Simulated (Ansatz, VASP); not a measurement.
# SiTe2 in two plane-wave programs, part 2 of 2

Wanted: the spread between two codes on one cell, functional and k mesh. The cell is generated by rule, not measured, and may not be a known phase. The cell is taken from a series of VASP runs on this material, whose earlier steps may have relaxed, scaled or displaced it; both programs get it as it stands.

VASP 6.6.1 and Ansatz 0.2.0.

So far. Step 2 (VASP: band structure, PBEsol): The run ends at a pressure of 24.56 GPa.

### 6. VASP: band structure, PBEsol, spin-orbit coupling

Level of this step: PBEsol, spin-orbit coupling; plane waves and PAW (Si, Te); invented cell (VASP).

A single point gives forces, pressure and levels at one fixed geometry, so differences don't come from the geometry; what else differs is listed under the comparison.

Input file INCAR:

```
SYSTEM = SiTe2
PREC = Accurate
ENCUT = 400
EDIFF = 1E-06
NELM = 100
ISMEAR = 0
SIGMA = 0.02
LREAL = .FALSE.
ALGO = Normal
GGA = PS
LNONCOLLINEAR = .TRUE.
MAGMOM = 0 0 0 0 0 0 0 0 0
NBANDS = 28
GGA_COMPAT = .FALSE.
LASPH = .TRUE.
LSORBIT = .TRUE.
LORBIT = 11
LWAVE = .FALSE.
LCHARG = .FALSE.
KPAR = 4
ISIF = 2
```

Input file POSCAR:

```
SiTe2
1.0
    0.0000000000      3.1343200000      3.1343200000
    3.1343200000      0.0000000000      3.1343200000
    3.1343200000      3.1343200000      0.0000000000
Si Te
1 2
Direct
    0.0000000000      0.0000000000      0.0000000000
    0.2500000000      0.2500000000      0.2500000000
    0.7500000000      0.7500000000      0.7500000000
```

Input file KPOINTS:

```
Automatic mesh
0
Gamma
8 8 8
0 0 0
```

Input file KPOINTS_OPT:

```
Line mode
16
Line-mode
Reciprocal
  0.00000000   0.00000000   0.00000000 GAMMA
  0.50000000   0.00000000   0.50000000 X

  0.50000000   0.00000000   0.50000000 X
  0.50000000   0.25000000   0.75000000 W

  0.50000000   0.25000000   0.75000000 W
  0.37500000   0.37500000   0.75000000 K

  0.37500000   0.37500000   0.75000000 K
  0.00000000   0.00000000   0.00000000 GAMMA

  0.00000000   0.00000000   0.00000000 GAMMA
  0.50000000   0.50000000   0.50000000 L

  0.50000000   0.50000000   0.50000000 L
  0.62500000   0.25000000   0.62500000 U

  0.62500000   0.25000000   0.62500000 U
  0.50000000   0.25000000   0.75000000 W

  0.50000000   0.25000000   0.75000000 W
  0.50000000   0.50000000   0.50000000 L

  0.50000000   0.50000000   0.50000000 L
  0.37500000   0.37500000   0.75000000 K

  0.62500000   0.25000000   0.62500000 U
  0.50000000   0.00000000   0.50000000 X
```

PAW data sets: Si and Te (PBE family, release 64).

The run is started by

```console
$ mpirun -np 4 vasp_ncl
```

Numbers of over 12 decimals in the logs are rounded to 6 here.

Log:

```text
[banner, memory and clock lines left out]
running    4 mpi-ranks, on    1 nodes
[...]
[... a notice as in an earlier step ...]

 LDA part: xc-table for (Slater+PW92), standard interpolation
 POSCAR, INCAR and KPOINTS ok, starting setup
[...]
entering main loop
       N       E                     dE             d eps       ncg     rms          rms(c)
DAV:   1     0.523643212078E+02    0.52364E+02   -0.50783E+03  1624   0.763E+02
DAV:   2    -0.711280861546E+01   -0.59477E+02   -0.55351E+02  2068   0.144E+02
DAV:   3    -0.108314470523E+02   -0.37186E+01   -0.36333E+01  2084   0.346E+01
DAV:   4    -0.108964500818E+02   -0.65003E-01   -0.64879E-01  1884   0.535E+00
[...]
DAV:  11    -0.107413892314E+02    0.64957E-05   -0.85243E-06  1948   0.202E-02    0.273E-02
DAV:  12    -0.107413877584E+02    0.14729E-05   -0.25016E-06  1836   0.889E-03    0.964E-03
DAV:  13    -0.107413880779E+02   -0.31947E-06   -0.55851E-07  1032   0.460E-03
   1 F= -.10741388E+02 E0= -.10741318E+02  d E =-.141044E-03  mag=     0.0000     0.0000     0.0000
 Start KPOINTS_OPT (optional k-point list driver)
k-point batch [1-29\160]
       N       E                     dE             ncg
DAV:   1     0.381733409771E+04   -0.49875E+04     1624
DAV:   2     0.213235252259E+04   -0.16850E+04     2004
DAV:   3     0.201671510733E+04   -0.11564E+03     2128
DAV:   4     0.201414224510E+04   -0.25729E+01     1896
DAV:   5     0.201407933694E+04   -0.62908E-01     1992
DAV:   6     0.201407697613E+04   -0.23608E-02     1992
DAV:   7     0.201407689144E+04   -0.84694E-04     2004
DAV:   8     0.201407688807E+04   -0.33726E-05     1572
DAV:   9     0.201407688795E+04   -0.11541E-06     1088
[...]
k-point batch [146-160\160]
       N       E                     dE             ncg
DAV:   1     0.776332128842E+04   -0.46660E+04      840
DAV:   2     0.690781737279E+04   -0.85550E+03     1056
DAV:   3     0.685133272079E+04   -0.56485E+02     1156
DAV:   4     0.685005001561E+04   -0.12827E+01     1040
DAV:   5     0.685001622685E+04   -0.33789E-01     1076
DAV:   6     0.685001501293E+04   -0.12139E-02     1108
DAV:   7     0.685001496549E+04   -0.47442E-04     1052
DAV:   8     0.685001496343E+04   -0.20529E-05      928
DAV:   9     0.685001496333E+04   -0.10178E-06      640
```

From OUTCAR (step 6):

```text
  Total        9.7079726      9.7079726      9.7079726     -0.0000000     -0.0000000      0.0000000
  in kB      252.5684656    252.5684656    252.5684656     -0.0000000     -0.0000000      0.0000000
  external PRESSURE =     252.5684656 kB  Pullay stress =       0.0000000 kB

 POSITION                                       TOTAL-FORCE (eV/Angst)
 -----------------------------------------------------------------------------------
      0.00000      0.00000      0.00000        -0.000000      0.000000      0.000000
      1.56716      1.56716      1.56716         0.000000     -0.000000      0.000000
      4.70148      4.70148      4.70148        -0.000000      0.000000     -0.000000
 -----------------------------------------------------------------------------------
    total drift:                                0.000000      0.000000      0.000000

  FREE ENERGIE OF THE ION-ELECTRON SYSTEM (eV)
  ---------------------------------------------------
  free  energy   TOTEN  =       -10.7413880779 eV

  energy  without entropy=      -10.7412470336  energy(sigma->0) =      -10.74131756

 magnetization (x)
# of ion       s       p       d       tot
------------------------------------------
    1        0.000   0.000   0.000   0.000
    2       -0.000   0.000   0.000   0.000
    3        0.000  -0.000  -0.000  -0.000
--------------------------------------------------
tot          0.000  -0.000   0.000  -0.000

 magnetization (y)
# of ion       s       p       d       tot
------------------------------------------
    1        0.000  -0.000   0.000   0.000
    2        0.000   0.000   0.000   0.000
    3        0.000   0.000   0.000   0.000
--------------------------------------------------
tot          0.000  -0.000   0.000   0.000

 magnetization (z)
# of ion       s       p       d       tot
------------------------------------------
    1        0.000   0.000   0.000   0.000
    2       -0.000   0.000  -0.000  -0.000
    3       -0.000  -0.000  -0.000  -0.000
--------------------------------------------------
tot         -0.000  -0.000  -0.000  -0.000

[... 1 part as in an earlier step ...]

[... 2 further parts left out ...]
[key lines of the parts left out:]
E-fermi :  10.7829
```

The run ends at a pressure of 25.26 GPa.

### 7. Ansatz: band structure, PBEsol, spin-orbit coupling

The same cell, functional, mesh and smearing now go to Ansatz, which takes its cutoff from its data sets.

The cell is taken from a series of VASP runs on this material, whose earlier steps may have relaxed, scaled or displaced it; both programs get it as it stands.

Input file input.yaml:

```yaml
crystal:
  lattice:
    - [0.0, 3.13432, 3.13432]
    - [3.13432, 0.0, 3.13432]
    - [3.13432, 3.13432, 0.0]
  atoms:
    - { symbol: Si, position: [0.0, 0.0, 0.0] }
    - { symbol: Te, position: [0.25, 0.25, 0.25] }
    - { symbol: Te, position: [0.75, 0.75, 0.75] }
hamiltonian:
  xc: pbesol
  pseudopotentials: { kind: paw_fr }
magnetization:
  noncollinear: true
  spin_orbit: true
kpoints:
  mp_grid: { grid: [8, 8, 8] }
  band_path:
    path:
      - [0.0, 0.0, 0.0]
      - [0.16667, 0.0, 0.16667]
      - [0.33333, 0.0, 0.33333]
      - [0.5, 0.0, 0.5]
      - [0.5, 0.08333, 0.58333]
      - [0.5, 0.18333, 0.68333]
      - [0.5, 0.25, 0.75]
      - [0.45, 0.3, 0.75]
      - [0.40833, 0.34167, 0.75]
      - [0.35, 0.35, 0.7]
      - [0.225, 0.225, 0.45]
      - [0.075, 0.075, 0.15]
      - [0.03333, 0.03333, 0.03333]
      - [0.23333, 0.23333, 0.23333]
      - [0.4, 0.4, 0.4]
      - [0.51667, 0.46667, 0.51667]
      - [0.55833, 0.38333, 0.55833]
      - [0.60833, 0.28333, 0.60833]
      - [0.60833, 0.25, 0.64167]
      - [0.55833, 0.25, 0.69167]
      - [0.51667, 0.25, 0.73333]
      - [0.5, 0.3, 0.7]
      - [0.5, 0.38333, 0.61667]
      - [0.5, 0.48333, 0.51667]
      - [0.475, 0.475, 0.55]
      - [0.425, 0.425, 0.65]
      - [0.38333, 0.38333, 0.73333]
      - [0.59167, 0.18333, 0.59167]
      - [0.55, 0.1, 0.55]
      - [0.5, 0.0, 0.5]
    npoints: 1
scf:
  occupations: { method: gaussian, width: 0.02 }
  n_extra_bands: 14
output:
  forces: true
  stress: true
  eigenvalues: true
```

The run is started by

```console
$ ansatz run input.yaml --threads 2 --pin off --max-ram 4608MiB --backend cpu --events-out ev --progress --plain --runs-dir out
```

Log:

```text
[...]
non-collinear run that drives no moment, with spin-orbit: no starting moment large enough to seed its density (crystal.atoms[].spin), no starting occupations that ask for one, no magnetisation constraint and no magnetic field, so the semilocal B_xc is pinned to zero
Crystal: 3 atoms, lattice volume = 61.583 Å³
[...]
k-point 1: bands = [... 32 lower, 10.8841, 10.8841, 11.2019, 11.2019, 12.9048, 12.9048, 14.6769, 14.6769, ... 10 higher]
  k-point 2: bands = [... 32 lower, 10.6275, 10.6275, 11.0657, 11.0657, 14.3175, 14.3175, 15.0499, 15.0499, ... 10 higher]
  k-point 28: bands = [... 32 lower, 12.7497, 12.7497, 14.5451, 14.5451, 15.4007, 15.4007, 16.3278, 16.3278, ... 10 higher]
[key lines of the parts left out:]
SCF converged after 7 iterations
Magnetization: |M| = 0.0000 μB,  M = (+0.0000, +0.0000, +0.0000) μB
Free energy (F): -14427.575129 eV
Fermi energy:    13.994236 eV
P = ⅓ Tr σ = 24.9850 GPa (249.850 kbar)
```

Wall time 28 s (2 threads of Arm Neoverse N1, shared host); peak memory 0.52 GiB; 53 s of CPU time.

### 8. Side by side

What differs besides the data sets and the points named for the pairs above, as far as they apply: spin-orbit coupling enters by fully relativistic files in Ansatz and inside the spheres in VASP; the data sets hold 36 valence electrons in Ansatz (fully relativistic PAW (standard-fr) files) and 16 in VASP. Total energies have different zeros and are not compared.

The two programs side by side:

| quantity | Ansatz | VASP | difference |
| --- | --- | --- | --- |
| pressure (GPa) | 24.98 | 25.26 | -0.27 |

Levels from 3 eV below to 2 eV above the Fermi level differ by 11 meV r.m.s. and 33 meV at most; each VASP level is matched to the nearest of Ansatz, which flatters the figure a little.

### 9. Summary of results

```yaml
r_m_s_difference_of_levels_near_the_fermi_level_band_structure_pbesol: 6.8 meV
r_m_s_difference_of_levels_near_the_fermi_level_band_structure_pbesol_spin_orbit_coupling: 11 meV
```

**Reading.** The r.m.s. difference of levels near the Fermi level is 11 meV (band structure, PBEsol, spin-orbit coupling), within the 80 meV picked in this series as the mark of a large difference. For band structure, PBEsol, no further run moves any of the tabulated differences by more than a quarter of its size. 1 further run of this series is not shown here. Such differences can come from data sets, numerical settings and the points named under the comparisons, not from the functional's error against experiment.

[Lines on the potential files, build, host, timing and source positions are cut from VASP's logs without a mark.]

[Logs are printed without paths, hosts, clocks, repeated set-up lines and the standing remarks that a program may print on its own settings, such as how far it seeks lower states.]

[Hosts, paths, dates, database ids (printed as entryN), source tags and the programs' standing remarks are cut or masked in the printed files.]
